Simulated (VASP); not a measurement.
## The low-index faces of Cu

Aim: compare the low-index faces of Cu at one level of theory.

Calculated with VASP 6.6.1; PBE; plane waves and PAW (Cu).

Most raw output is cut from this account.

**1. Starting point**

Symmetry: Fm-3m, No. 225, cubic system. The conventional cell has a = 3.610 Å, b = 3.610 Å, c = 3.610 Å, α = 90.00°, β = 90.00°, γ = 90.00°. Nearest to Cu lie 12 Cu at 2.55 Å.

**2. The bulk reference, job relaxation, k-mesh 18×18×18**

The bulk crystal is relaxed first, so that the slabs are cut at this functional's lattice.

INCAR reads:

```
SYSTEM = Cu
PREC = Accurate
ENCUT = 430
EDIFF = 1E-06
NELM = 120
ISMEAR = 1
SIGMA = 0.15
LREAL = .FALSE.
ALGO = Normal
GGA = PE
NBANDS = 11
LASPH = .TRUE.
LORBIT = 11
LWAVE = .FALSE.
LCHARG = .FALSE.
KPAR = 4
IBRION = 2
NSW = 30
ISIF = 3
EDIFFG = -0.01
POTIM = 0.4
```

POSCAR reads:

```
Cu
1.0
    0.0000000000      1.8050000000      1.8050000000
    1.8050000000      0.0000000000      1.8050000000
    1.8050000000      1.8050000000      0.0000000000
Cu
1
Direct
    0.0000000000      0.0000000000      0.0000000000
```

KPOINTS reads:

```
Automatic mesh
0
Gamma
18 18 18
0 0 0
```

Potentials, in the order of the species: Cu (PBE family, release 64).

The run is started by

```
$ mpirun -np 4 vasp_std
```

Run time: 18 s. Hardware: 4 MPI ranks of AMD EPYC 7R43, shared host; peak memory 0.42 GiB.

This run has no spin polarisation. Its electron count is odd, so without a moment it is a metal by construction. The run keeps the 48 symmetry operations of its start, so it cannot find a distortion of lower symmetry.

The steps of the relaxation:

```tsv
step	energy less that of the first step (eV)	largest force (eV/Å)	pressure (GPa)	volume (Å³)
1	0.0000	0.0000	2.32	11.76
2	-0.0012	0.0000	-0.62	12.00
3	-0.0013	0.0000	0.01	11.94
```

```tsv
conventional cell, symmetrised	before	after	change
a (Å)	3.610	3.628	+0.5 %
b (Å)	3.610	3.628	+0.5 %
c (Å)	3.610	3.628	+0.5 %
volume (Å³/atom)	11.76	11.94	+1.5 %
```

The relaxed structure:

```cif
data_structure
_symmetry_space_group_name_H-M 'P 1'
_symmetry_Int_Tables_number 1
_cell_length_a 2.5656
_cell_length_b 2.5656
_cell_length_c 2.5656
_cell_angle_alpha 60.000
_cell_angle_beta 60.000
_cell_angle_gamma 60.000
_cell_volume 11.94
loop_
_atom_site_label
_atom_site_type_symbol
_atom_site_fract_x
_atom_site_fract_y
_atom_site_fract_z
_atom_site_occupancy
Cu1 Cu 0.00000 0.00000 0.00000 1
```

This step gave:

| Quantity | Value |
| --- | --- |
| electronic cycles | 22 |
| electrons | 11 |
| free energy (TOTEN) | -3.726 eV |
| energy at zero smearing | -3.727 eV |
| Fermi energy | 7.423 eV |
| metallic | yes |

The run ended after 3 ionic steps, 0.001 eV below its first step, once forces and stress met EDIFFG = -0.01.

Energy at zero smearing: -3.72651 eV.

**3. The bulk reference, job self-consistent run, k-mesh 22×22×22**

INCAR reads:

```
SYSTEM = Cu
PREC = Normal
ENCUT = 330
EDIFF = 1E-06
NELM = 120
ISMEAR = 1
SIGMA = 0.15
LREAL = .FALSE.
ALGO = Fast
GGA = PE
NBANDS = 11
LASPH = .TRUE.
LORBIT = 11
LWAVE = .FALSE.
LCHARG = .FALSE.
KPAR = 4
```

POSCAR reads:

```
Cu
1.0
    0.0000000000      1.8141710652      1.8141710652
    1.8141710652      0.0000000000      1.8141710652
    1.8141710652      1.8141710652      0.0000000000
Cu
1
Direct
    0.0000000000      0.0000000000      0.0000000000
```

KPOINTS reads:

```
Automatic mesh
0
Gamma
22 22 22
0 0 0
```

The run is started by

```
$ mpirun -np 4 vasp_std
```

Elapsed: 5.8 s, on 4 MPI ranks; peak memory 0.36 GiB.

This step gave:

```yaml
electronic_cycles: 13
free_energy_toten: -3.736 eV
energy_at_zero_smearing: -3.736 eV
fermi_energy: 7.437 eV
```

Energy at zero smearing: -3.73595 eV.

The run ends at a pressure of 0.95 GPa.

**4. Surface relaxation, 7 atoms, face Cu(111)**

System of this step: Cu(111). The cell holds 7 atoms: 7 Cu. Cell: a = 2.566 Å, b = 2.566 Å, c = 27.569 Å, α = 90.0°, β = 90.0°, γ = 60.0°. It derives from Cu. 7 layers of fcc Cu, cut at this functional's lattice. Vacuum lies along c.

All atoms relax at the fixed cell.

INCAR reads:

```
SYSTEM = Cu
PREC = Normal
ENCUT = 330
EDIFF = 1E-05
NELM = 120
ISMEAR = 1
SIGMA = 0.15
LREAL = .FALSE.
ALGO = Fast
GGA = PE
NBANDS = 47
LASPH = .TRUE.
LORBIT = 11
LWAVE = .FALSE.
LCHARG = .FALSE.
KPAR = 4
IBRION = 2
NSW = 40
ISIF = 2
EDIFFG = -0.03
POTIM = 0.4
MAXMIX = 40
```

POSCAR reads:

```
Cu
1.0
    2.5656253249      0.0000000000      0.0000000000
    1.2828126624      2.2218967079      0.0000000000
    0.0000000000      0.0000000000     27.5689458342
Cu
7
Direct
    0.0000000000      0.0000000000      0.2720452200
    0.3333333300      0.3333333300      0.3480301500
    0.6666666700      0.6666666700      0.4240150700
    0.0000000000      0.0000000000      0.5000000000
    0.3333333300      0.3333333300      0.5759849300
    0.6666666700      0.6666666700      0.6519698500
    0.0000000000      0.0000000000      0.7279547800
```

KPOINTS reads:

```
Automatic mesh
0
Gamma
15 15 1
0 0 0
```

The run is started by

```
$ mpirun -np 4 vasp_std
```

It took 47 s on 4 MPI ranks; peak memory 0.65 GiB; 3 min of CPU time.

The run keeps the 12 symmetry operations of its start, so it cannot find a distortion of lower symmetry.

The steps of the relaxation:

```tsv
step	energy less that of the first step (eV)	largest force (eV/Å)
1	0.0000	0.0591
2	-0.0003	0.0310
3	-0.0006	0.0198
```

Final coordinates:

```cif
data_structure
_symmetry_space_group_name_H-M 'P 1'
_symmetry_Int_Tables_number 1
_cell_length_a 2.5656
_cell_length_b 2.5656
_cell_length_c 27.5689
_cell_angle_alpha 90.000
_cell_angle_beta 90.000
_cell_angle_gamma 60.000
_cell_volume 157.16
loop_
_atom_site_label
_atom_site_type_symbol
_atom_site_fract_x
_atom_site_fract_y
_atom_site_fract_z
_atom_site_occupancy
Cu1 Cu 0.00000 0.00000 0.27215 1
Cu2 Cu 0.33333 0.33333 0.34785 1
Cu3 Cu 0.66667 0.66667 0.42396 1
Cu4 Cu 0.00000 0.00000 0.50000 1
Cu5 Cu 0.33333 0.33333 0.57604 1
Cu6 Cu 0.66667 0.66667 0.65215 1
Cu7 Cu 0.00000 0.00000 0.72785 1
```

This step gave:

```
electronic cycles       : 30
electrons               : 77
free energy (TOTEN)     : -25.25 eV
energy at zero smearing : -25.25 eV
Fermi energy            : 1.836 eV
```

The run ended after 3 ionic steps, 0.001 eV below its first step, once the forces on the free atoms met EDIFFG = -0.03.

**5. Vacuum level and density of states, 7 atoms, face Cu(111)**

A static run writes the electrostatic potential without exchange and correlation (LVHAR), which is flat in the vacuum and gives the level to count from. The dipole correction cancels the field that unlike faces would set up across the vacuum.

INCAR reads:

```
SYSTEM = Cu
PREC = Normal
ENCUT = 330
EDIFF = 1E-06
NELM = 120
ISMEAR = 1
SIGMA = 0.15
LREAL = .FALSE.
ALGO = Fast
GGA = PE
NBANDS = 47
LASPH = .TRUE.
LORBIT = 11
LWAVE = .FALSE.
LCHARG = .TRUE.
KPAR = 4
IDIPOL = 3
LDIPOL = .TRUE.
DIPOL = 0.5 0.5 0.5
LVHAR = .TRUE.
LVACPOTAV = .TRUE.
NEDOS = 1500
```

POSCAR reads:

```
Cu
1.0
    2.5656253249      0.0000000000      0.0000000000
    1.2828126624      2.2218967079      0.0000000000
    0.0000000000      0.0000000000     27.5689458342
Cu
7
Direct
    0.0000000000      0.0000000000      0.2721502258
    0.3333333300      0.3333333300      0.3478486731
    0.6666666700      0.6666666700      0.4239579023
    0.0000000000      0.0000000000      0.5000000000
    0.3333333300      0.3333333300      0.5760420977
    0.6666666700      0.6666666700      0.6521513269
    0.0000000000      0.0000000000      0.7278497742
```

KPOINTS is that of step 4.

The run is started by

```
$ mpirun -np 4 vasp_std
```

The job ended after 32 s (4 MPI ranks; peak memory 0.63 GiB; 2.1 min of CPU time).

This step gave:

* electronic cycles: 24
* dipole moment: 0, 0, 0 e·Å
* vacuum levels: 6.595, 6.595 eV
* work functions of the upper and lower face: 4.759, 4.759 eV

The planar average of the electrostatic potential oscillates, so the rows of the table below give means over windows of 2.08 Å about each position, cut where the curve ends. Its maxima inside the range that stand out by 2 % of the span (Å: eV): 8.5: 0.383, 10.6: 0.358, 12.7: 0.298, 14.9: 0.298, 17.0: 0.358, 19.0: 0.383. Its minima: 7.5: -14.8, 9.6: -15.1, 11.7: -15.1, 13.8: -15.1, 15.9: -15.1, 17.9: -15.1, 20.0: -14.8.

Zero at the Fermi level. The planar average of the electrostatic potential by height; means over each step:

```tsv
height (Å)	planar average of the electrostatic potential (eV)
1.04	4.76
3.12	4.76
5.20	4.45
7.28	-7.00
9.36	-7.62
11.44	-7.64
13.52	-7.62
15.60	-7.63
17.68	-7.60
19.76	-7.45
21.84	3.53
23.92	4.75
26.00	4.76
```

Density of states in the PAW spheres, an atom over height of the layer and energy from the Fermi level.

Values in states/eV, 22 rows by 7 columns, each cell a mean:
```
0.29 0.28 0.28 0.20 0.28 0.28 0.29
0.16 0.16 0.22 0.25 0.22 0.16 0.16
0.29 0.24 0.21 0.25 0.21 0.24 0.29
0.30 0.31 0.36 0.33 0.36 0.31 0.30
0.40 0.27 0.26 0.26 0.26 0.27 0.40
3.18 2.40 1.73 1.67 1.73 2.40 3.18
4.90 3.89 3.63 3.96 3.63 3.89 4.90
3.73 2.86 3.47 3.40 3.47 2.86 3.73
4.57 3.25 2.99 2.93 2.99 3.25 4.57
2.70 3.33 3.68 3.73 3.68 3.33 2.70
1.77 2.36 2.66 2.53 2.66 2.36 1.77
1.29 2.09 1.87 1.95 1.87 2.09 1.29
0.87 1.92 1.93 1.82 1.93 1.92 0.87
0.42 1.04 1.03 1.00 1.03 1.04 0.42
0.27 0.54 0.64 0.66 0.64 0.54 0.27
0.15 0.22 0.22 0.21 0.22 0.22 0.15
0.11 0.14 0.17 0.20 0.17 0.14 0.11
0.09 0.13 0.12 0.09 0.12 0.13 0.09
0.07 0.09 0.12 0.12 0.12 0.09 0.07
0.07 0.11 0.09 0.08 0.09 0.11 0.07
0.03 0.07 0.06 0.09 0.06 0.07 0.03
0.04 0.07 0.05 0.05 0.05 0.07 0.04
```
Columns: height of the layer (Å) from 7.5 to 20.1; rows upwards: energy from the Fermi level (eV) from -7.9 to 0.5.

Valence density in the ca plane at fractional y = 0.000, with atoms of Cu within 0.2 Å of it. It is the smooth field of the valence electrons, not physical close to the nuclei.

Ten steps, logarithmic in the rise over the least value, from '0' (0 e/Å³) to '9' (15 e/Å³), each cell a mean:
```
12111111112489842111111112123798520000000000
22221122222356532222211222222566310000000000
23322223321223221233222233222232210000000000
24422234321122211234322244221222100000000000
23322233321122211233322233221222110000000000
22221122222245422222211222222354210000000000
12211112212478742122111122123688510000000000
11111111112589852111111111124899620000000000
```
Columns run along c (16.0 Å, from fractional 0.33 to 0.91 of the cell), rows up along a (2.6 Å). Atoms in or near the plane, at fractional coordinates: Cu at (0.50, 0.00), Cu at (0.73, 0.00).

The map of layer states is cut here 0.5 eV above the Fermi level, so it leaves out the states above that.

The vacuum level lies 4.76 eV above the Fermi level at the upper face; both faces agree, as the slab has next to no dipole.

The program found no field-free point at its default tolerance, and its printed vacuum level lies off the flat part of the planar average, by -0.02 eV at the upper face; the levels here are read from the flat part.

On this mesh the fine structure of the density of states is sampling noise, and high empty states may be cut by the number of bands.

**6. Relaxing the slab, 7 atoms, face Cu(100)**

INCAR reads:

```
SYSTEM = Cu
PREC = Normal
ENCUT = 330
EDIFF = 1E-05
NELM = 120
ISMEAR = 1
SIGMA = 0.15
LREAL = .FALSE.
ALGO = Fast
GGA = PE
NBANDS = 47
LASPH = .TRUE.
LORBIT = 11
LWAVE = .FALSE.
LCHARG = .FALSE.
KPAR = 4
IBRION = 2
NSW = 40
ISIF = 2
EDIFFG = -0.03
POTIM = 0.4
MAXMIX = 40
```

POSCAR reads:

```
Cu
1.0
    2.5656253249      0.0000000000      0.0000000000
    0.0000000000      2.5656253249      0.0000000000
    0.0000000000      0.0000000000     25.8850263912
Cu
7
Direct
    0.0000000000      0.0000000000      0.2897428000
    0.5000000000      0.5000000000      0.3598285300
    0.0000000000      0.0000000000      0.4299142700
    0.5000000000      0.5000000000      0.5000000000
    0.0000000000      0.0000000000      0.5700857300
    0.5000000000      0.5000000000      0.6401714700
    0.0000000000      0.0000000000      0.7102572000
```

KPOINTS reads:

```
Automatic mesh
0
Gamma
12 12 1
0 0 0
```

The run is started by

```
$ mpirun -np 4 vasp_std
```

The job ended after 81 s (4 MPI ranks; peak memory 0.69 GiB; 5.3 min of CPU time).

The run keeps the 16 symmetry operations of its start, so it cannot find a distortion of lower symmetry.

Step by step:

```tsv
step	energy less that of the first step (eV)	largest force (eV/Å)
1	0.0000	0.1964
2	-0.0043	0.1056
3	-0.0057	0.0915
4	-0.0072	0.0579
5	-0.0073	0.0599
6	-0.0077	0.0359
7	-0.0080	0.0196
```

The atoms that moved most (Å):

```tsv
atom	dx	dy	dz	length
Cu7	0.000	0.000	-0.022	0.022
Cu1	0.000	0.000	0.022	0.022
Cu6	0.000	0.000	0.020	0.020
Cu2	0.000	0.000	-0.020	0.020
Cu5	0.000	0.000	0.008	0.008
Cu3	0.000	0.000	-0.008	0.008
```

Final coordinates:

```xyz
7
Lattice="2.5656 0.0000 0.0000 0.0000 2.5656 0.0000 0.0000 0.0000 25.8850" Properties=species:S:1:pos:R:3
Cu    0.0000    0.0000    7.5218
Cu    1.2828    1.2828    9.2942
Cu    0.0000    0.0000   11.1200
Cu    1.2828    1.2828   12.9425
Cu    0.0000    0.0000   14.7651
Cu    1.2828    1.2828   16.5908
Cu    0.0000    0.0000   18.3632
```

This step gave:

| Quantity | Value |
| --- | --- |
| electronic cycles | 55 |
| free energy (TOTEN) | -24.95 eV |
| energy at zero smearing | -24.95 eV |
| Fermi energy | 1.447 eV |

The run ended after 7 ionic steps, 0.008 eV below its first step, once the forces on the free atoms met EDIFFG = -0.03.

**7. Vacuum level and density of states, 7 atoms, face Cu(100)**

INCAR reads:

```
SYSTEM = Cu
PREC = Normal
ENCUT = 330
EDIFF = 1E-06
NELM = 120
ISMEAR = 1
SIGMA = 0.15
LREAL = .FALSE.
ALGO = Fast
GGA = PE
NBANDS = 47
LASPH = .TRUE.
LORBIT = 11
LWAVE = .FALSE.
LCHARG = .TRUE.
KPAR = 4
IDIPOL = 3
LDIPOL = .TRUE.
DIPOL = 0.5 0.5 0.5
LVHAR = .TRUE.
LVACPOTAV = .TRUE.
NEDOS = 1500
```

POSCAR reads:

```
Cu
1.0
    2.5656253249      0.0000000000      0.0000000000
    0.0000000000      2.5656253249      0.0000000000
    0.0000000000      0.0000000000     25.8850263912
Cu
7
Direct
    0.0000000000      0.0000000000      0.2905857476
    0.5000000000      0.5000000000      0.3590585594
    0.0000000000      0.0000000000      0.4295908707
    0.5000000000      0.5000000000      0.5000000000
    0.0000000000      0.0000000000      0.5704091293
    0.5000000000      0.5000000000      0.6409414406
    0.0000000000      0.0000000000      0.7094142524
```

KPOINTS is that of step 6.

The run is started by

```
$ mpirun -np 4 vasp_std
```

Run time: 30 s. Hardware: 4 MPI ranks; peak memory 0.6 GiB; 1.9 min of CPU time.

Numbers from this step:

| Quantity | Value |
| --- | --- |
| electronic cycles | 24 |
| Fermi energy | 1.449 eV |
| vacuum levels | 5.913, 5.913 eV |
| work functions of the upper and lower face | 4.464, 4.464 eV |

Zero at the Fermi level. Table of planar average of the electrostatic potential by height:

```tsv
height (Å)	planar average of the electrostatic potential (eV)
0.0	4.46
0.5	4.47
1.0	4.46
1.5	4.46
2.0	4.46
2.5	4.46
3.0	4.46
3.5	4.46
4.0	4.46
4.5	4.45
5.0	4.40
5.5	4.26
6.0	3.72
6.5	1.97
7.0	-6.11
7.5	-12.3
8.0	-7.36
8.5	-2.46
9.0	-10.5
9.5	-11.5
10.0	-3.42
10.5	-4.86
11.0	-12.2
11.5	-9.08
12.0	-1.49
12.5	-8.06
13.0	-12.4
13.5	-6.00
14.0	-2.53
14.5	-10.7
15.0	-11.1
15.5	-2.95
16.0	-5.42
16.5	-12.4
17.0	-8.75
17.5	-2.00
18.0	-9.27
18.5	-11.8
19.0	-3.77
19.5	2.55
20.0	3.91
20.5	4.31
21.0	4.42
21.5	4.45
22.0	4.46
22.5	4.46
23.0	4.46
23.5	4.46
24.0	4.46
24.5	4.46
25.0	4.46
25.5	4.47
```

Density of states in the PAW spheres, an atom over height of the layer and energy from the Fermi level.

Ten even steps from '0' (0.03 states/eV) to '9' (5.39 states/eV), each cell a mean:
```
0000000
0000000
0000000
0000000
1000001
7554557
9666669
8566658
6655566
3566653
2444442
2433342
1322231
0111110
0000000
0000000
0000000
0000000
0000000
0000000
0000000
0000000
```
Columns: height of the layer (Å) from 7.5 to 18.4; rows upwards: energy from the Fermi level (eV) from -7.9 to 0.5.

(Continued in part 2 of 2.)

[Lines on the potential files, build, host, timing and source positions are cut from VASP's logs without a mark.]

[Logs are printed without paths, hosts, clocks, repeated set-up lines and the standing remarks that a program may print on its own settings, such as how far it seeks lower states.]

[Hosts, paths, dates, database ids (printed as entryN), source tags and the programs' standing remarks are cut or masked in the printed files.]

[Runs that stopped without an error message from VASP are left out.]
